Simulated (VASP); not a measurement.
Write the native input for VASP 6.6.1 that does the following.

```yaml
Task: work function
Functional: PBEsol
Potentials_or_basis: VASP PAW PBE potentials, release 64 (As)
Cutoff: 520 eV
k_mesh: 12 × 12 × 1
Occupations: gaussian, width 0.03 eV
Spin: no spin polarisation
Dipole_correction: yes
Further_INCAR_settings: ALGO = Normal; EDIFF = 1e-06
```

The structure of As lies in POSCAR:

```
As                                      
1.0
    3.5299167690      0.0000000000      0.0000000000
   -1.7649583845      3.0569975918      0.0000000000
    0.0000000000      0.0000000000     17.4000000000
  As            
     2
Direct
     0.3333330000000032    0.6666669999999968    0.4597495945526638
     0.6666669999999968    0.3333330000000032    0.5402504054473360
```

The cell was built by a generator and needn't be a form met in nature.

One way to write it, as run:

INCAR

```
SYSTEM = As
PREC = Accurate
ENCUT = 520
EDIFF = 1E-6
ISMEAR = 0
SIGMA = 0.03
LREAL = .FALSE.
LASPH = .TRUE.
NELM = 100
ALGO = Normal
ISIF = 2
LWAVE = .FALSE.
LCHARG = .TRUE.
LDIPOL = .TRUE.
IDIPOL = 3
DIPOL = 0.5 0.5 0.500
GGA = PS
LVHAR = .TRUE.
LVACPOTAV = .TRUE.
KPAR = 4
```

KPOINTS

```
regular mesh
0
G
  12 12 1
  0 0 0
```

Potentials or basis: VASP PAW PBE potentials, release 64 (As).

Launch:

```console
$ cat potpaw_PBE.64/As/POTCAR > POTCAR
$ mpirun -np 4 vasp_std > vasp.out
```

It gave:

```yaml
Largest_force: 0.018 eV/Å
Band_gap_on_the_k_mesh: 1.41 eV, indirect (least direct gap 2.10 eV)
Ionisation_potential_of_the_upper_face: 5.23 eV
```

Caveat: the PAW data sets were made with another functional, which shifts forces and pressure a little.

Wall time 29 s on 4 MPI ranks on AMD EPYC 7R13 Processor (Zen 3) (shared host), peak memory 0.3 GiB a rank.
